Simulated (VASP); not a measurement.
GaN:

```
CELL_PARAMETERS angstrom
3.21745 0.00000 0.00000
-1.60872 2.78639 0.00000
0.00000 0.00000 5.24182
ATOMIC_POSITIONS crystal
Ga 0.66667 0.33333 0.49912
Ga 0.33333 0.66667 0.99912
N 0.66667 0.33333 0.87588
N 0.33333 0.66667 0.37588
```

The cell is a database's computed one.

Program: VASP 6.6.1. Alike in all runs: potentials or basis VASP PAW PBE potentials, release 64 (Ga_d, N); no spin polarisation; cell as given; smearing gaussian 0.02 eV. Hardware: 4 MPI ranks on Intel(R) Xeon(R) Platinum 8488C (Sapphire Rapids) (shared host).

Q: Order these runs on this cell by their wall time, lowest first.
A. task dielectric tensor; level PBE; k mesh 12 × 12 × 7; cutoff (eV) 450; further INCAR settings ALGO = Fast; EDIFF = 1e-08; IBRION = 8
B. task band structure; level HSE06; k mesh 8 × 8 × 6; cutoff (eV) 450; grid for exact exchange (PRECFOCK) Fast; screening parameter 0.2 1/A; further INCAR settings ALGO = Normal; EDIFF = 1e-06
C. task band structure; level PBE; k mesh 12 × 12 × 8; cutoff (eV) 450; further INCAR settings ALGO = Fast; EDIFF = 1e-06
D. task band structure; level PBE; k mesh 12 × 12 × 8; cutoff (eV) 600; further INCAR settings ALGO = Fast; EDIFF = 1e-06

A: C (27 s), D (66 s), A (1400 s), B (12000 s).
